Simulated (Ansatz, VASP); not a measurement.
# PtSe2 (Sudovikovite) in two plane-wave programs

One calculation is typed for both programs; each brings its own data sets. How far apart do they land? The cell is taken from a series of runs on this material, whose earlier steps may have relaxed, scaled, displaced or heated it; both programs get it as it stands.

Calculated with Ansatz 0.2.0; plane waves, with VASP 6.6.1 beside it; zone-centre phonons at PBEsol with D3(BJ).

## 1. The starting structure

It takes space group P-3m1 (No. 164, trigonal). The conventional cell has a = 3.673 Å, b = 3.673 Å, c = 4.317 Å, α = 90.00°, β = 90.00°, γ = 120.00°. Nearest to Se lie 3 Pt at 2.46 Å. Nearest to Pt lie 6 Se at 2.46 Å. Farther neighbours and most contacts between anions are not listed.

## 2. Ansatz: zone-centre phonons, PBEsol with D3(BJ)

Ansatz runs on its PAW soft_1 files.

Second derivatives magnify differences that forces hide, and they need a tight electronic threshold.

Input file input.yaml:

```yaml
crystal:
  lattice:
    - [3.6733863318, 0.0, 0.0]
    - [-1.8366931659, 3.1812458812, 0.0]
    - [0.0, 0.0, 4.3174897734]
  atoms:
    - { symbol: Se, position: [0.3333333333, 0.6666666667, 0.2867723683] }
    - { symbol: Se, position: [0.6666666667, 0.3333333333, 0.7132276317] }
    - { symbol: Pt, position: [0.0, 0.0, 0.0] }
kpoints:
  mp_grid: { grid: [15, 15, 8] }
hamiltonian:
  xc: pbesol
  dispersion: d3bj
  pseudopotentials: { kind: paw, azcp: { folder: soft_1 }, xc_functional: pbe }
scf:
  occupations: { method: methfessel_paxton, width: 0.2 }
output:
  eigenvalues: true
phonons:
  method: dfpt
```

Launch:

```console
> ansatz run input.yaml --threads 4 --pin off --max-ram 10240MiB --backend cpu --events-out ev --progress --plain --runs-dir out
```

Numbers of over 12 decimals in the logs are rounded to 6 here.

The log of the run:

```text
Engine: ansatz 0.2.0, aarch64-unknown-linux-gnu
Pseudopotentials: kind: paw
Pseudopotential: Se, paw, valence charge 16, recommended cutoff 420 eV (normal), soft_1/Se.paw.azcp
Pseudopotential: Pt, paw, valence charge 18, recommended cutoff 420 eV (normal), soft_1/Pt.paw.azcp
Functional definition: PBEsol
  exchange = pbesol_x
  correlation = pbesol_c
Crystal: 3 atoms, lattice volume = 50.454 Å³
Basis set: ecut = 420 eV, 987 PW (Γ), exchange–correlation on 50×50×60 points (8 copies of the dense FFT grid, shifted against one another)
Bands: 30, of which v1, the nominal top of the filled ones, is band 25 counted from 1 (24 counted from 0)
Symmetry: 12 space group operations
k-points: 488 of 1800 (irreducible under 2 space group operations, time reversal used)
Non-local potential: Se, projectors of the file, l = 0: 2, l = 1: 2, l = 2: 3, l = 3: 1
Non-local potential: Pt, projectors of the file, l = 0: 3, l = 1: 2, l = 2: 2, l = 3: 1
PAW form: soft (Blöchl's): semilocal exchange-correlation on the pseudo side does not see the compensation charge
PAW frozen core: Se, regenerated for the run's functional, and the local potential with it (the file was generated under x = pbe(κ = 0.804, μ = 0.219515), c = pbe(β = 0.066725))
PAW frozen core: Pt, regenerated for the run's functional, and the local potential with it (the file was generated under x = pbe(κ = 0.804, μ = 0.219515), c = pbe(β = 0.066725))
PAW one-centre angular grid: Se, 590 points (default); XC on 64 Gauss nodes
PAW one-centre angular grid: Pt, 590 points (default); XC on 64 Gauss nodes
Initial density: superposition of atomic densities (chi_scale 0.1, normalization cell, long waves kept (reshape's long-wave potential 0.00 eV rms))
Initial wavefunctions: pseudopotential atomic-orbital guess
Functional: x = pbesol(κ = 0.804, μ = 0.123457), c = pbesol(β = 0.046)
SCF iter   1: F=—  HF=-23236.398133 eV  |F-HF|=—  |Δ(HF+E_count)|=         —  Δρ=5.23e-2  dr2=6.69e-1  ethr=3.10e-3  ⟨swp⟩=4.9  Hψ=53343  notcnv=0
preconditioner: auto → Kerker (q_TF=auto, 2.724 Å⁻¹)  [metal: Δε(μ)=0.070 eV  Ē_g=10.878 eV  σ=0.200 eV  W_gap=0.29  n_scr=20 (ndim 8)  ℏωp=24.5 eV  f_vac=0.000  D(μ)=0.31/eV (n_scr^D=0)]
SCF iter   2: F=—  HF=-23236.261394 eV  |F-HF|=—  |Δ(HF+E_count)|=   1.37e-1  S|Δr|=    0.00e0  Δρ=2.67e-2  dr2=1.89e-1  ethr=1.34e-3  ⟨swp⟩=2.0  Hψ=20650  notcnv=0  defer=191
SCF iter   3: F=—  HF=-23236.216015 eV  |F-HF|=—  |Δ(HF+E_count)|=   4.54e-2  S|Δr|=    0.00e0  Δρ=7.82e-3  dr2=2.46e-2  ethr=3.79e-4  ⟨swp⟩=2.3  Hψ=18356  notcnv=0  defer=191
SCF iter   4: F=—  HF=-23236.210104 eV  |F-HF|=—  |Δ(HF+E_count)|=   5.91e-3  S|Δr|=    0.00e0  Δρ=1.22e-3  dr2=1.24e-3  ethr=4.91e-5  ⟨swp⟩=2.6  Hψ=26047  notcnv=0  defer=191
SCF iter   5: F=—  HF=-23236.209750 eV  |F-HF|=—  |Δ(HF+E_count)|=   3.54e-4  S|Δr|=    0.00e0  Δρ=6.95e-4  dr2=3.48e-4  ethr=2.48e-6  ⟨swp⟩=2.0  Hψ=24752  notcnv=0  defer=191
SCF iter   6: F=—  HF=-23236.209650 eV  |F-HF|=—  |Δ(HF+E_count)|=   1.00e-4  S|Δr|=    0.00e0  Δρ=2.48e-4  dr2=5.74e-5  ethr=6.96e-7  ⟨swp⟩=2.0  Hψ=23946  notcnv=0  defer=191
SCF iter   7: F=—  HF=-23236.209638 eV  |F-HF|=—  |Δ(HF+E_count)|=   1.17e-5  S|Δr|=    0.00e0  Δρ=3.87e-5  dr2=1.50e-6  ethr=1.15e-7  ⟨swp⟩=2.0  Hψ=20065  notcnv=0  defer=191
SCF iter   8: F=—  HF=-23236.209644 eV  |F-HF|=—  |Δ(HF+E_count)|=   6.19e-6  S|Δr|=    0.00e0  Δρ=1.37e-5  dr2=1.45e-7  ethr=3.00e-9  ⟨swp⟩=2.0  Hψ=21909  notcnv=0  defer=191
SCF iter   9: F=—  HF=-23236.209644 eV  |F-HF|=—  |Δ(HF+E_count)|=   1.86e-8  S|Δr|=    0.00e0  Δρ=4.52e-6  dr2=1.42e-8  ethr=2.89e-10  ⟨swp⟩=2.0  Hψ=24976  notcnv=0  defer=191
SCF iter  10: F=—  HF=-23236.209644 eV  |F-HF|=—  |Δ(HF+E_count)|=   6.24e-9  S|Δr|=    0.00e0  Δρ=1.59e-6  dr2=1.39e-9  ethr=2.84e-11  ⟨swp⟩=2.0  Hψ=24947  notcnv=0  defer=191
SCF iter  11: F=—  HF=-23236.209644 eV  |F-HF|=—  |Δ(HF+E_count)|=  4.37e-11  S|Δr|=    0.00e0  Δρ=5.21e-7  dr2=1.09e-10  ethr=2.78e-12  ⟨swp⟩=2.0  Hψ=20295  notcnv=0  defer=191
SCF iter  12: F=—  HF=-23236.209644 eV  |F-HF|=—  |Δ(HF+E_count)|=  7.28e-12  S|Δr|=    0.00e0  Δρ=1.94e-7  dr2=1.55e-11  ethr=1.00e-12  ⟨swp⟩=1.0  Hψ=14449  notcnv=0  defer=191
SCF iter  13: F=-23236.209644 eV  HF=-23236.209644 eV  |F-HF|=0.00e0  |Δ(HF+E_count)|=    0.00e0  S|Δr|=    0.00e0  Δρ=3.92e-8  dr2=7.94e-13  ethr=1.00e-12  ⟨swp⟩=6.9  Hψ=71187  notcnv=0
SCF 1 converged in 13 iterations: F = -23236.209644 eV  dr2 = 7.94e-13
  greatest PAW one-centre occupation: 1.000 electrons in one spin orbital (limit 2), on the Pt atom at site 2 (counted from 0), in its partial waves of l = 0
DFPT response loops at Γ: preconditioner auto → Kerker (q_TF=auto, 2.724 Å⁻¹) (partly filled bands, converged f_vac=0.000); β = 1.00, the filter's whole step (`scf.mixing.beta` (0.50) is not read by the response loops under this deck's `scf.mixing.preconditioner`; to damp them name `kerker` or `kerker_dos`, under which they read `scf.mixing.beta`, and type it under 1.00, their step now; both keys bind the ground state too); Broyden in place of MSR1
SCF converged after 13 iterations
Stability not checked: this state was not tested for a lower state beside it, because cold or Methfessel-Paxton smearing, or corrected tetrahedra, fill the levels in a way that the test cannot read (fill_not_monotonic; see scf.lower_state_search)
Free energy (F): -23236.209644 eV
Harris-Foulkes:  -23236.209644 eV  (|F-HF|=0.00e0)
Internal energy: -23236.211811 eV  (E = F + TS)
E sigma→0 (E₀):  -23236.210186 eV
Entropy (-TS):   0.002167 eV (0.722 meV/atom)
Fermi energy:    16.549254 eV
--- Per-component energies (eV) ---
  E_band       = -812.016962
  E_kinetic    = 826.605201
  E_local      = -6135.226363  (includes V_loc(G=0)·N_el)
  E_nonlocal   = -497.085002
  E_hartree    = 3075.656591
  E_xc         = -404.475411
  E_vxc        = -457.344006  (∫ρ·V_xc dr)
  E_paw        = -13519.449624  (= ΣΔE_a)
  E_vpaw       = -700.280305  (= ΣTr[D̂ρ^β])
  E_aug_tail   = 0.000359  (compensation charges beyond the density's cutoff)
  E_ewald      = -6582.988349
  E_disp       = -1.553147  (pairwise vdW)
  E_core_change = 2.303935  (= ΣΔE_core)
  E_smearing   = 0.002167  (= −TS)
  E_closure    = -0.000000  (closes the sum)
  Σ components = -23236.209644   (vs F -23236.209644, Δ=0.00e0)
--- Band table (eV; the first three rows and the last of 488) ---
  k-point 0: bands = [... 21 lower, 13.9196, 15.4597, 15.4597, 17.0567, 17.0567, 17.5123, 19.4548, 21.4806, ... 1 higher]
  k-point 1: bands = [... 21 lower, 13.9140, 15.1621, 15.1621, 17.1367, 17.4469, 17.4469, 19.4746, 22.0604, ... 1 higher]
  k-point 2: bands = [... 21 lower, 13.8826, 14.6409, 14.6409, 16.1431, 18.2448, 18.2448, 20.1004, 23.0419, ... 1 higher]
  k-point 487: bands = [... 21 lower, 12.9307, 13.1921, 13.8537, 15.2619, 17.6854, 18.2747, 21.3717, 23.3262, ... 1 higher]
--- Phonons (Γ-DFPT): 4 representative perturbations + reference, on 488 of 1800 k-points (Σ response iterations 13) ---
  k mesh reduced under 2 symmetry operations, with k and −k counted as one. Each operation leaves every solved perturbation unchanged. A smaller set is not used because it would not reduce the number of displacements times k-points to solve
  ASR residual: 2.903e-5 → 0.000e0 eV/Å²; symmetrization residual: 1.720e-5 eV/Å²
  pairwise dispersion correction: d3bj (s6 = 1.0, s8 = 2.9491, a1 = 0.4466, a2_bohr = 6.1742), with the weights of each atom's references fixed at the reference crystal's, and the forces and stress that the weights' published response gives there kept as a pressure on the atom's counted neighbours (hamiltonian.dispersion)
  ASR residual per site (eV/Å²): 2.90e-5 2.90e-5 1.40e-5
  Γ frequencies (cm⁻¹): 0.00 0.00 0.00 183.80 183.80 237.58 246.66 248.06 248.06
  non-analytic LO–TO correction: not included (Born effective charges unavailable; polar crystals: no LO–TO splitting at Γ)
```

[end of part 1 of 2]

[Lines on the potential files, build, host, timing and source positions are cut from VASP's logs without a mark.]

[Logs are printed without paths, hosts, clocks, repeated set-up lines and the standing remarks that a program may print on its own settings, such as how far it seeks lower states.]

[Hosts, paths, dates, database ids (printed as entryN), source tags and the programs' standing remarks are cut or masked in the printed files.]
